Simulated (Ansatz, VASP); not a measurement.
# Ru (Ruthenium): VASP beside Ansatz, part 2 of 2

Wanted: the spread between two codes on one cell, functional and k mesh. The cell is taken from a series of runs on this material, whose earlier steps may have relaxed, scaled, displaced or heated it; both programs get it as it stands.

VASP 6.6.1 and Ansatz 0.2.0.

So far: The starting structure; Ansatz: zone-centre phonons, LDA; VASP: zone-centre phonons, LDA.

**3. VASP: zone-centre phonons, LDA (continued)**

Level of this step: LDA; plane waves and PAW (Ru_pv) (VASP).

Numbers of over 12 decimals in the logs are rounded to 6 here.

OUTCAR, selected parts (step 3):

```text
ion  position               nearest neighbor table
   1  0.333  0.667  0.250-   2 2.60   2 2.60   2 2.60   2 2.60   2 2.60   2 2.60
   2  0.667  0.333  0.750-   1 2.60   1 2.60   1 2.60   1 2.60   1 2.60   1 2.60

  LATTYP: Found a hexagonal cell.
 ALAT       =     2.6561705828
 C/A-ratio  =     1.5804962531

 Subroutine GETGRP returns: Found 24 space group operations
 (whereof 12 operations were pure point group operations)

The static configuration has the point symmetry D_3d.
 The point group associated with its full space group is D_6h.

 Found    259 irreducible k-points:

   k-points           NKPTS =    259   k-points in BZ     NKDIM =    259   number of bands    NBANDS=     20

   dimension x,y,z NGX =    20 NGY =   20 NGZ =   32
   dimension x,y,z NGXF=    40 NGYF=   40 NGZF=   64

   ENCUT  =  500.0 eV  36.75 Ry    6.06 a.u.   4.84  4.84  7.65*2*pi/ulx,y,z

   NELECT =      28.0000    total number of electrons

 k-points in reciprocal lattice and weights: Automatic mesh
   0.00000000  0.00000000  0.00000000       0.000
   0.05555556  0.00000000  0.00000000       0.002
   0.11111111  0.00000000  0.00000000       0.002
   0.16666667 -0.00000000  0.00000000       0.002
   0.22222222 -0.00000000  0.00000000       0.002
   0.27777778  0.00000000  0.00000000       0.002
   0.33333333  0.00000000  0.00000000       0.002
   0.38888889  0.00000000  0.00000000       0.002
   0.44444444 -0.00000000  0.00000000       0.002
[...]
0.33333333  0.27777778  0.50000000       0.003
   0.33333333  0.33333333  0.50000000       0.001

 average (electrostatic) potential at core
       1 -66.4459       2 -66.4459

  Total        1.4069231      1.4069231      1.4230364      0.0000000     -0.0000000      0.0000000
  in kB       87.8797811     87.8797811     88.8862509      0.0000000     -0.0000000      0.0000000
  external PRESSURE =      88.2152710 kB  Pullay stress =       0.0000000 kB

  energy-cutoff  :      500.00
  volume of cell :       25.65
      direct lattice vectors                 reciprocal lattice vectors
     2.656170583  0.000000000  0.000000000     0.376481844  0.217361894  0.000000000
    -1.328085291  2.300311202  0.000000000     0.000000000  0.434723788  0.000000000
     0.000000000  0.000000000  4.198067654     0.000000000  0.000000000  0.238204832

 POSITION                                       TOTAL-FORCE (eV/Angst)
 -----------------------------------------------------------------------------------
     -0.00000      1.53354      1.04952        -0.000000      0.000000      0.000000
      1.32809      0.76677      3.14855         0.000000     -0.000000      0.000000
 -----------------------------------------------------------------------------------
    total drift:                               -0.000000      0.000000     -0.000000

 Eigenvectors and eigenvalues of the dynamical matrix
 ----------------------------------------------------

   1 f  =    8.857419 THz    55.652804 2PiTHz  295.451691 cm-1    36.631325 meV
             X         Y         Z           dx          dy          dz
     -0.000000  1.533541  1.049517     0.000000   -0.000000    0.707107
      1.328085  0.766770  3.148551     0.000000    0.000000   -0.707107

   2 f  =    6.541214 THz    41.099660 2PiTHz  218.191416 cm-1    27.052276 meV
             X         Y         Z           dx          dy          dz
     -0.000000  1.533541  1.049517     0.000000    0.707107   -0.000000
      1.328085  0.766770  3.148551     0.000000   -0.707107   -0.000000

   3 f  =    6.541214 THz    41.099660 2PiTHz  218.191416 cm-1    27.052276 meV
             X         Y         Z           dx          dy          dz
     -0.000000  1.533541  1.049517     0.707107    0.000000    0.000000
      1.328085  0.766770  3.148551    -0.707107   -0.000000    0.000000

   4 f  =    0.000000 THz     0.000001 2PiTHz    0.000003 cm-1     0.000000 meV
             X         Y         Z           dx          dy          dz
     -0.000000  1.533541  1.049517     0.642960    0.280606    0.088671
      1.328085  0.766770  3.148551     0.642960    0.280606    0.088671

   5 f/i=    0.000000 THz     0.000000 2PiTHz    0.000001 cm-1     0.000000 meV
             X         Y         Z           dx          dy          dz
     -0.000000  1.533541  1.049517     0.292167   -0.583173   -0.273033
      1.328085  0.766770  3.148551     0.292167   -0.583173   -0.273033

   6 f/i=    0.000000 THz     0.000001 2PiTHz    0.000004 cm-1     0.000000 meV
             X         Y         Z           dx          dy          dz
     -0.000000  1.533541  1.049517    -0.035220    0.284903   -0.646212
      1.328085  0.766770  3.148551    -0.035220    0.284903   -0.646212

 ELASTIC MODULI CONTR FROM IONIC RELAXATION (kBar)
 Direction    XX          YY          ZZ          XY          YZ          ZX
 --------------------------------------------------------------------------------
 XX         -88.4761     88.4761      0.0000     -0.0000      0.0000      0.0000
 YY          88.4761    -88.4761     -0.0000     -0.0000     -0.0000      0.0000
 ZZ           0.0000     -0.0000     -0.0000     -0.0000      0.0000      0.0000
 XY          -0.0000     -0.0000     -0.0000    -88.4761      0.0000      0.0000
 YZ           0.0000     -0.0000      0.0000      0.0000     -0.0000      0.0000
 ZX           0.0000      0.0000      0.0000      0.0000      0.0000      0.0000
 --------------------------------------------------------------------------------
```

**4. Comparison**

Known differences besides the potentials themselves: the two LDA forms differ slightly; the data sets hold 32 valence electrons in Ansatz (on its PAW soft_1 files) and 28 in VASP; the cutoff is 420 eV in Ansatz and 500 eV in VASP; VASP's log shows a relativistic correction to its local exchange, Ansatz's none. Total energies have different zeros and are not compared.

Compared:

| quantity | Ansatz | VASP | difference |
| --- | --- | --- | --- |
| optical mode 1 to 2 (cm⁻¹) | 217.8 | 218.2 | -0.17 % |
| optical mode 3 (cm⁻¹) | 292.5 | 295.5 | -1.01 % |

Modes are paired by rising frequency, not by their patterns, so a pair may set unlike modes beside each other; they are those without the splitting of longitudinal modes.

**5. Summary of results**

```
r.m.s. difference of the optical zone-centre modes, each program's sorted by frequency (zone-centre phonons, LDA) : 1.7 cm⁻¹
difference in optical mode 3 (zone-centre phonons, LDA)                                                           : -1.0 %
```

In words: The r.m.s. difference of the optical zone-centre modes, each program's sorted by frequency is 1.7 cm⁻¹ (zone-centre phonons, LDA). The data sets hold unlike numbers of valence electrons (32 in Ansatz and 28 in VASP), so part of the differences comes from the potentials. Among the rows given in per cent, the largest difference of the zone-centre phonons, LDA pair is in optical mode 3, -1.0 %. Such differences can come from data sets, numerical settings and the points named under the comparisons, not from the functional's error against experiment.

[Lines on the potential files, build, host, timing and source positions are cut from VASP's logs without a mark.]

[Logs are printed without paths, hosts, clocks, repeated set-up lines and the standing remarks that a program may print on its own settings, such as how far it seeks lower states.]

[Hosts, paths, dates, database ids (printed as entryN), source tags and the programs' standing remarks are cut or masked in the printed files.]
